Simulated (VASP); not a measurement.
Consider the following.

```
CELL_PARAMETERS angstrom
      4.59984     0.00000     0.00000
      0.00000     4.59984     0.00000
      0.00000     0.00000     2.95921
ATOMIC_POSITIONS crystal
  Ti 0.50324 0.50072 0.99637
  Ti 0.00005 0.00279 0.50117
  O  0.69721 0.69761 0.49527
  O  0.30031 0.29701 0.50690
  O  0.80549 0.19829 0.99187
  O  0.19370 0.80359 0.00842
```

These are PBEsol GGA, VASP's PBE PAW potentials (set 64) (plane waves; VASP 6.6.1) values and carry that method's errors. Run with 400 eV cut-off, 4×4×4 Γ-centred mesh shifted by (0.5, 0.5, 0.5), Gaussian smearing of 0.27 eV, potentials Ti_sv O.

At this cut-off the stress carries a Pulay error, which pulls relaxed volumes low.  Energy and stress use the plane-wave basis of the starting cell.

Q: The ions, cell shape and volume are relaxed. What does this cell relax into?

A: 
```
CELL_PARAMETERS angstrom
      4.55552    -0.00013    -0.00001
     -0.00012     4.55076    -0.00006
     -0.00002    -0.00006     2.92563
ATOMIC_POSITIONS crystal
  Ti 0.49993 0.49991 0.99997
  Ti 0.99990 0.99988 0.50014
  O  0.69568 0.69720 0.49997
  O  0.30437 0.30288 0.49995
  O  0.80440 0.19724 0.99999
  O  0.19572 0.80290 0.99998
```
Space group P4_2/mnm (136), at a tolerance of 0.03 Å.

Q: How do energy and volume change from the first to the last step?

A: The energy (σ→0) changes by -14.8 meV/atom and the volume by -3.1 %, in 26 ionic steps.

The structure comes from a computed database's TiO2 entry; how it stands against other phases isn't given here. In the starting cell atoms are displaced from their ideal sites. This run relaxes it. The k-mesh is coarse (spacing up to 0.54 per Å, 2π included), so the numbers may not be converged in it. The run is one of a series of settings (EDIFFG = -0.01, IBRION = 2, ISIF = 3, NSW = 50, SIGMA = 0.272, KPOINTS 4×4×4 Γ-centred mesh shifted by (0.5, 0.5, 0.5) against the base run), some of them coarse on purpose.
